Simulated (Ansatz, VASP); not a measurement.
# HfZrSi2 in two plane-wave programs

Wanted: the spread between two codes on one cell, functional and k mesh. The cell is invented: As first built, before any earlier steps moved the atoms (in the runner's words): it takes the HfZrC2 structure with some of its atoms replaced by other elements, volume scaled by an estimate. It may not be a known or stable phase. The cell is a member of a volume series, scaled by 0.98 from a relaxed one, so a pressure remains.

Calculated with Ansatz 0.2.0; plane waves, with VASP 6.6.1 beside it; single point at LDA.

## Step 1: Starting point

It takes space group P4/mmm (No. 123, tetragonal). The conventional cell has a = 3.707 Å, b = 3.707 Å, c = 5.247 Å, α = 90.00°, β = 90.00°, γ = 90.00°. Nearest to Hf lie 6 Si at 2.62 Å. Zr has 6 Si at 2.62 Å nearest. Nearest to Si lie 4 Zr at 2.62 Å and 2 Hf at 2.62 Å. Nearest to Si lie 4 Hf at 2.62 Å and 2 Zr at 2.62 Å. As first built, before any earlier steps moved the atoms (in the runner's words): sites of the HfZrC2 structure (space group 123) filled with other elements, volume scaled by an estimate. Farther neighbours are not listed.

Structure file:

```xyz
4
Lattice="3.7066 0.0000 0.0000 0.0000 3.7066 0.0000 0.0000 0.0000 5.2475" Properties=species:S:1:pos:R:3 pbc="T T T"
Hf    0.0000    0.0000    0.0000
Zr    1.8533    1.8533    2.6237
Si    0.0000    0.0000    2.6237
Si    1.8533    1.8533    0.0000
```

## Step 2: VASP: single point, LDA, volume scaled by 0.98

With cell and atoms fixed, the geometry can't cause a difference; cores, projectors, grids and the points listed under the comparison can.

Lines of VASP's logs that name or quote its potential files are left out, and so is its time.

INCAR reads:

```
SYSTEM = HfZrSi2
PREC = Accurate
ENCUT = 400
EDIFF = 1E-06
NELM = 100
ISMEAR = 0
SIGMA = 0.05
LREAL = .FALSE.
ALGO = Normal
GGA = CA
NBANDS = 21
LORBIT = 11
LWAVE = .FALSE.
LCHARG = .FALSE.
KPAR = 2
ISIF = 2
```

POSCAR reads:

```
HfZrSi2
1.0
    3.7065625542      0.0000000000      0.0000000000
    0.0000000000      3.7065625542      0.0000000000
    0.0000000000      0.0000000000      5.2474569028
Hf Zr Si
1 1 2
Direct
    0.0000000000      0.0000000000      0.0000000000
    0.5000000000      0.5000000000      0.5000000000
    0.0000000000      0.0000000000      0.5000000000
    0.5000000000      0.5000000000      0.0000000000
```

KPOINTS reads:

```
Automatic mesh
0
Gamma
7 7 5
0 0 0
```

Potentials, in the order of the species: Hf_pv, Zr_sv and Si (LDA family, release 64).

Run with:

```console
> mpirun -np 2 vasp_std
```

Numbers of over 12 decimals in the logs are rounded to 6 here.

Log:

```text
[banner, memory and clock lines left out]
running    2 mpi-ranks, on    1 nodes
 distrk:  each k-point on    1 cores,    2 groups
 distr:  one band on    1 cores,    1 groups

 POSCAR found type information on POSCAR HfZrSi
 POSCAR found :  3 types and       4 ions
 LDA part: xc-table for (Slater(with rela. corr.)+CA(PZ))
 , standard interpolation
 POSCAR, INCAR and KPOINTS ok, starting setup
 FFT: planning ... GRIDC
 FFT: planning ... GRID_SOFT
 FFT: planning ... GRID
 WAVECAR not read
 entering main loop
       N       E                     dE             d eps       ncg     rms          rms(c)
DAV:   1     0.134122117010E+03    0.13412E+03   -0.13167E+04  1284   0.109E+03
DAV:   2    -0.266911559148E+02   -0.16081E+03   -0.15561E+03  1531   0.294E+02
DAV:   3    -0.362128832736E+02   -0.95217E+01   -0.93950E+01  2198   0.511E+01
DAV:   4    -0.365733550161E+02   -0.36047E+00   -0.35981E+00  1686   0.849E+00
DAV:   5    -0.365826244979E+02   -0.92695E-02   -0.92680E-02  1878   0.122E+00    0.521E+01
DAV:   6    -0.347420847870E+02    0.18405E+01   -0.53077E+00  1481   0.115E+01    0.296E+01
DAV:   7    -0.346810612552E+02    0.61024E-01   -0.15683E+00  1893   0.574E+00    0.762E+00
DAV:   8    -0.346397927572E+02    0.41268E-01   -0.29703E-01  1516   0.276E+00    0.179E+00
DAV:   9    -0.346386621128E+02    0.11306E-02   -0.12792E-02  1809   0.653E-01    0.251E-01
DAV:  10    -0.346385686542E+02    0.93459E-04   -0.10814E-03  1640   0.171E-01    0.256E-01
DAV:  11    -0.346385500310E+02    0.18623E-04   -0.76913E-05  1615   0.628E-02    0.406E-02
DAV:  12    -0.346385483199E+02    0.17112E-05   -0.18179E-05  1796   0.217E-02    0.888E-03
DAV:  13    -0.346385481993E+02    0.12056E-06   -0.12357E-06  1003   0.834E-03
   1 F= -.34638548E+02 E0= -.34638094E+02  d E =-.908902E-03
```

OUTCAR, selected parts (step 2):

```text
ion  position               nearest neighbor table
   1  0.000  0.000  0.000-   4 2.62   4 2.62   4 2.62   4 2.62   3 2.62   3 2.62   2 3.71   2 3.71
                             2 3.71   2 3.71   2 3.71   2 3.71   2 3.71   2 3.71
   2  0.500  0.500  0.500-   3 2.62   3 2.62   3 2.62   3 2.62   4 2.62   4 2.62   1 3.71   1 3.71
                             1 3.71   1 3.71   1 3.71   1 3.71   1 3.71   1 3.71
   3  0.000  0.000  0.500-   2 2.62   2 2.62   2 2.62   2 2.62   1 2.62   1 2.62
   4  0.500  0.500  0.000-   1 2.62   1 2.62   1 2.62   1 2.62   2 2.62   2 2.62

  LATTYP: Found a simple tetragonal cell.
 ALAT       =     3.7065625542
 C/A-ratio  =     1.4157205837

 Subroutine GETGRP returns: Found 16 space group operations
 (whereof 16 operations were pure point group operations)

The static configuration has the point symmetry D_4h.

 Found     30 irreducible k-points:

   k-points           NKPTS =     30   k-points in BZ     NKDIM =     30   number of bands    NBANDS=     21

   dimension x,y,z NGX =    24 NGY =   24 NGZ =   36
   dimension x,y,z NGXF=    48 NGYF=   48 NGZF=   72

   ENCUT  =  400.0 eV  29.40 Ry    5.42 a.u.   6.04  6.04  8.56*2*pi/ulx,y,z

   NELECT =      30.0000    total number of electrons

 k-points in reciprocal lattice and weights: Automatic mesh
   0.00000000  0.00000000  0.00000000       0.004
   0.14285714  0.00000000  0.00000000       0.016
   0.28571429  0.00000000  0.00000000       0.016
   0.42857143  0.00000000  0.00000000       0.016
   0.14285714  0.14285714  0.00000000       0.016
   0.28571429  0.14285714  0.00000000       0.033
   0.42857143  0.14285714  0.00000000       0.033
   0.28571429  0.28571429  0.00000000       0.016
   0.42857143  0.28571429  0.00000000       0.033
[...]
0.42857143  0.28571429  0.40000000       0.065
   0.42857143  0.42857143  0.40000000       0.033

 average (electrostatic) potential at core
       1 -34.4318       2 -75.1378       3 -82.1678       4 -82.1021

 E-fermi :   7.8287

 k-point     1 :       0.0000    0.0000    0.0000
  band No.  band energies     occupation
    ...
      7     -18.5634      2.00000
      8      -2.3210      2.00000
      9       0.0246      2.00000
     10       5.0449      2.00000
     11       5.6967      2.00000
     12       7.8777      0.16574
     13       7.8777      0.16574
     14       7.8779      0.16451
     15       8.3495      0.00000
     16       8.3495      0.00000
    ...

 k-point     2 :       0.1429    0.0000    0.0000
  band No.  band energies     occupation
    ...
     11       5.3635      2.00000
     12       7.3586      2.00000
     13       7.4194      2.00000
     14       7.4516      2.00000
     15       7.7188      1.99812
     16       8.0383      0.00000
     17       8.1664      0.00000
     18       8.6278      0.00000
     19      10.8143      0.00000
     20      10.8827      0.00000
    ...

 k-point     3 :       0.2857    0.0000    0.0000
  band No.  band energies     occupation
    ...
     11       5.0629      2.00000
     12       5.9906      2.00000
     13       6.4601      2.00000
     14       6.4871      2.00000
     15       6.6655      2.00000
     16       8.5044      0.00000
     17       8.8686      0.00000
     18       9.4374      0.00000
     19      10.9914      0.00000
     20      11.4136      0.00000
    ...

  Total        1.2354281      1.2354281      1.2288235      0.0000000      0.0000000     -0.0000000
  in kB       27.4559523     27.4559523     27.3091720      0.0000000      0.0000000     -0.0000000
  external PRESSURE =      27.4070255 kB  Pullay stress =       0.0000000 kB

  energy-cutoff  :      400.00
  volume of cell :       72.09
      direct lattice vectors                 reciprocal lattice vectors
     3.706562554  0.000000000  0.000000000     0.269791751  0.000000000  0.000000000
     0.000000000  3.706562554  0.000000000     0.000000000  0.269791751  0.000000000
     0.000000000  0.000000000  5.247456903     0.000000000  0.000000000  0.190568502

 POSITION                                       TOTAL-FORCE (eV/Angst)
 -----------------------------------------------------------------------------------
      0.00000      0.00000      0.00000         0.000000      0.000000      0.000000
      1.85328      1.85328      2.62373         0.000000      0.000000      0.000000
      0.00000      0.00000      2.62373         0.000000      0.000000      0.000000
      1.85328      1.85328      0.00000         0.000000      0.000000      0.000000
 -----------------------------------------------------------------------------------
    total drift:                                0.000000      0.000000     -0.000000

  FREE ENERGIE OF THE ION-ELECTRON SYSTEM (eV)
  ---------------------------------------------------
  free  energy   TOTEN  =       -34.6385481993 eV

  energy  without entropy=      -34.6376392974  energy(sigma->0) =      -34.63809375

 total charge
# of ion       s       p       d       tot
------------------------------------------
    1        0.300   6.438   1.778   8.515
    2        2.165   5.986   1.821   9.973
    3        0.811   0.999   0.000   1.810
    4        0.806   1.009   0.000   1.815
--------------------------------------------------
tot          4.081  14.433   3.599  22.113

[... 3 further parts left out ...]
```

Harder data sets than Hf_pv exist (the GW ones), and pressures, volumes and forces can shift noticeably with them. The scan keeps the cell's shape and the fractional positions fixed.

## Step 3: Ansatz: single point, LDA, volume scaled by 0.98

Ansatz runs on its default PAW (the set named soft_2) files.

The same cell, functional (in two slightly different forms), mesh and smearing now go to Ansatz, which takes its cutoff from its data sets.

input.yaml reads:

```yaml
crystal:
  lattice:
    - [3.7065625542, 0.0, 0.0]
    - [0.0, 3.7065625542, 0.0]
    - [0.0, 0.0, 5.2474569028]
  atoms:
    - { symbol: Hf, position: [0.0, 0.0, 0.0] }
    - { symbol: Zr, position: [0.5, 0.5, 0.5] }
    - { symbol: Si, position: [0.0, 0.0, 0.5] }
    - { symbol: Si, position: [0.5, 0.5, 0.0] }
hamiltonian:
  xc: lda
  pseudopotentials: { kind: paw }
kpoints:
  mp_grid: { grid: [7, 7, 5] }
scf:
  occupations: { method: gaussian, width: 0.05 }
  n_extra_bands: 5
output:
  forces: true
  stress: true
  eigenvalues: true
  write_density: true
  write_potential: true
  elf: true
  volumetric_format: npy
```

Run with:

```console
> ansatz run input.yaml --threads 2 --pin off --max-ram 4608MiB --backend cpu --events-out ev --progress --plain --runs-dir out
```

Log:

```text
scf.n_extra_bands = 5 over 23 filled bands (N_el = 46.0): the run solves 28 bands
Engine: ansatz 0.2.0, aarch64-unknown-linux-gnu
Pseudopotentials: kind: paw
Pseudopotential: Hf, paw, valence charge 26, recommended cutoff 420 eV (normal), Hf.paw.azcp
Pseudopotential: Zr, paw, valence charge 12, recommended cutoff 420 eV (normal), Zr.paw.azcp
Pseudopotential: Si, paw, valence charge 4, recommended cutoff 420 eV (normal), Si.paw.azcp
Functional definition: SPW92
  exchange = slater_x
  correlation = pw_c
Crystal: 4 atoms, lattice volume = 72.093 Å³
Basis set: ecut = 420 eV, 1417 PW (Γ)
Bands: 28, of which v1, the nominal top of the filled ones, is band 23 counted from 1 (22 counted from 0)
Symmetry: 16 space group operations
Space group: P4/mmm (ITA 123), of the structure as read, at distance tolerance 4.2e-5 Å
k-points: 30 of 245
Non-local potential: Hf, projectors of the file, l = 0: 3, l = 1: 2, l = 2: 2, l = 3: 3
Non-local potential: Zr, projectors of the file, l = 0: 3, l = 1: 2, l = 2: 2, l = 3: 2
Non-local potential: Si, projectors of the file, l = 0: 2, l = 1: 2, l = 2: 2
PAW form: soft (Blöchl's): semilocal exchange-correlation on the pseudo side does not see the compensation charge
PAW frozen core: Hf, regenerated for the run's functional, and the local potential with it (the file was generated under x = pbe(κ = 0.804, μ = 0.219515), c = pbe(β = 0.066725))
PAW frozen core: Zr, regenerated for the run's functional, and the local potential with it (the file was generated under x = pbe(κ = 0.804, μ = 0.219515), c = pbe(β = 0.066725))
PAW frozen core: Si, regenerated for the run's functional, and the local potential with it (the file was generated under x = pbe(κ = 0.804, μ = 0.219515), c = pbe(β = 0.066725))
PAW one-centre angular grid: Hf, 590 points (default); XC on 64 Gauss nodes
PAW one-centre angular grid: Zr, 590 points (default); XC on 64 Gauss nodes
PAW one-centre angular grid: Si, 110 points (default); XC on 64 Gauss nodes
Initial density: superposition of atomic densities (neutral atoms: chi_scale 0, normalization atom), corrected by the library's trained network
Initial wavefunctions: pseudopotential atomic-orbital guess
Functional: x = slater, c = lda
SCF iter   1: F=—  HF=-20774.356757 eV  |F-HF|=—  |Δ(HF+E_count)|=         —  Δρ=5.41e-3  dr2=2.11e-2  ethr=1.77e-3  ⟨swp⟩=5.5  Hψ=3341  notcnv=0
preconditioner: auto → Resta (q_TF=auto, 2.531 Å⁻¹)  ε∞=7.0  [insulator: Δε(μ)=0.074 eV  Ē_g=9.742 eV  σ=0.050 eV  W_gap=0.69  n_scr=20 (ndim 8)  ℏωp=24.0 eV  f_vac=0.000  D(μ)=0.74/eV (n_scr^D=2)  ε∞_Penn≈7.0]
SCF iter   2: F=—  HF=-20774.352865 eV  |F-HF|=—  |Δ(HF+E_count)|=   3.89e-3  Δρ=3.08e-3  dr2=5.33e-3  ethr=4.58e-5  ⟨swp⟩=1.8  Hψ=1215  notcnv=0
SCF iter   3: F=—  HF=-20774.351573 eV  |F-HF|=—  |Δ(HF+E_count)|=   1.29e-3  Δρ=8.65e-4  dr2=8.37e-4  ethr=1.16e-5  ⟨swp⟩=2.0  Hψ=1256  notcnv=0
SCF iter   4: F=—  HF=-20774.351050 eV  |F-HF|=—  |Δ(HF+E_count)|=   5.23e-4  Δρ=2.81e-4  dr2=5.04e-5  ethr=1.82e-6  ⟨swp⟩=2.0  Hψ=1452  notcnv=0
SCF iter   5: F=—  HF=-20774.351025 eV  |F-HF|=—  |Δ(HF+E_count)|=   2.48e-5  Δρ=1.16e-4  dr2=6.59e-6  ethr=1.10e-7  ⟨swp⟩=2.7  Hψ=1609  notcnv=0
SCF iter   6: F=—  HF=-20774.351024 eV  |F-HF|=—  |Δ(HF+E_count)|=   1.58e-6  Δρ=1.85e-5  dr2=1.58e-7  ethr=1.43e-8  ⟨swp⟩=2.4  Hψ=1284  notcnv=0
SCF iter   7: F=-20774.351024 eV  HF=-20774.351024 eV  |F-HF|=6.29e-10  |Δ(HF+E_count)|=   2.77e-8  Δρ=3.77e-6  dr2=7.80e-9  ethr=2.17e-10  ⟨swp⟩=10.4  Hψ=5069  notcnv=0
SCF 1 converged in 7 iterations: F = -20774.351024 eV  dr2 = 7.80e-9
  greatest PAW one-centre occupation: 0.998 electrons in one spin orbital (limit 2), on the Hf atom at site 0 (counted from 0), in its partial waves of l = 3
SCF converged after 7 iterations
Free energy (F): -20774.351024 eV
Harris-Foulkes:  -20774.351024 eV  (|F-HF|=6.29e-10)
Internal energy: -20774.350048 eV  (E = F + TS)
E sigma→0 (E₀):  -20774.350536 eV
Entropy (-TS):   -0.000975 eV (-0.244 meV/atom)
Fermi energy:    14.161171 eV
--- Per-component energies (eV) ---
  E_band       = -132.831726
  E_kinetic    = 845.810816
  E_local      = -7239.030043  (includes V_loc(G=0)·N_el)
  E_nonlocal   = -1092.372694
  E_hartree    = 3291.551589
  E_xc         = -571.675451
  E_vxc        = -556.634143  (∫ρ·V_xc dr)
  E_paw        = -10507.088541  (= ΣΔE_a)
  E_vpaw       = 1326.289031  (= ΣTr[D̂ρ^β])
  E_aug_tail   = 0.000034  (compensation charges beyond the density's cutoff)
  E_ewald      = -5504.542062
  E_core_change = 2.996305  (= ΣΔE_core)
  E_smearing   = -0.000975  (= −TS)
  E_closure    = -0.000000  (closes the sum)
  Σ components = -20774.351024   (vs F -20774.351024, Δ=0.00e0)
--- Forces (eV/Å), atoms counted from 1 ---
  atom   1  Hf     0.00000000     0.00000000     0.00000000
  atom   2  Zr     0.00000000     0.00000000     0.00000000
  atom   3  Si    -0.00000000     0.00000000     0.00000000
  atom   4  Si     0.00000000     0.00000000     0.00000000
  max |Σ_I F_I| component: 3.33e-29 eV/Å
--- Stress (GPa, compression-positive) ---
        2.410993       0.000000       0.000000
        0.000000       2.410993       0.000000
        0.000000       0.000000       2.377274
  P = ⅓ Tr σ = 2.3998 GPa (23.998 kbar)
--- Band table (eV; the first three rows and the last of 30) ---
  k-point 0: bands = [... 19 lower, 14.2096, 14.2098, 14.2098, 14.6836, 14.6836, 14.9966, 15.0012, 16.3054, ... 1 higher]
  k-point 1: bands = [... 19 lower, 13.6689, 13.9169, 14.0954, 14.0954, 14.4924, 14.4924, 15.0961, 16.1668, ... 1 higher]
  k-point 2: bands = [... 19 lower, 12.6218, 13.2755, 13.9870, 13.9870, 14.1919, 14.1919, 15.3502, 15.8509, ... 1 higher]
  k-point 29: bands = [... 19 lower, 11.3474, 11.6394, 12.2225, 12.4576, 15.7512, 16.2076, 16.9357, 17.2534, ... 1 higher]
```

The job ended after 2.9 s (2 threads of Arm Neoverse V2, shared host; peak memory 0.38 GiB; 5.1 s of CPU time).

The column dr2 measures how far the density is from self-consistency, as an energy; F and HF (Harris–Foulkes) agree once it is small.

The run ends at a pressure of 2.40 GPa.

## Step 4: Differences

Known differences besides the potentials themselves: the two LDA forms differ slightly; the data sets hold 46 valence electrons in Ansatz (default PAW (the set named soft_2) files) and 30 in VASP; the cutoff is 420 eV in Ansatz and 400 eV in VASP; VASP's log shows a relativistic correction to its local exchange, Ansatz's none. Total energies have different zeros and are not compared.

Both answers:

| quantity | Ansatz | VASP | difference |
| --- | --- | --- | --- |
| pressure (GPa) | 2.40 | 2.74 | -0.34 |

## Step 5: Further runs

Further runs change the set-up of one program: Ansatz's method, potentials or start, or VASP's data sets, cutoff or form of LDA. The table gives Ansatz less VASP for each quantity, since a change that brings one quantity closer may part another.

| run | pressure (GPa) |
| --- | --- |
| as above | -0.34 |
| Ansatz's all-electron LAPW method | -0.35 |

## Step 6: Summary of results

| Item | Value |
| --- | --- |
| difference in pressure (single point, LDA, volume scaled by 0.98) | -0.34 GPa |

The difference in pressure is -0.34 GPa (single point, LDA, volume scaled by 0.98), within the 1 GPa picked in this series as the mark of a large difference. For single point, LDA, volume scaled by 0.98, no further run moves any of the tabulated differences by more than a quarter of its size. How closely two codes agree says nothing of how well the functional describes the real material.

[Lines on the potential files, build, host, timing and source positions are cut from VASP's logs without a mark.]

[Logs are printed without paths, hosts, clocks, repeated set-up lines and the standing remarks that a program may print on its own settings, such as how far it seeks lower states.]

[Hosts, paths, dates, database ids (printed as entryN), source tags and the programs' standing remarks are cut or masked in the printed files.]
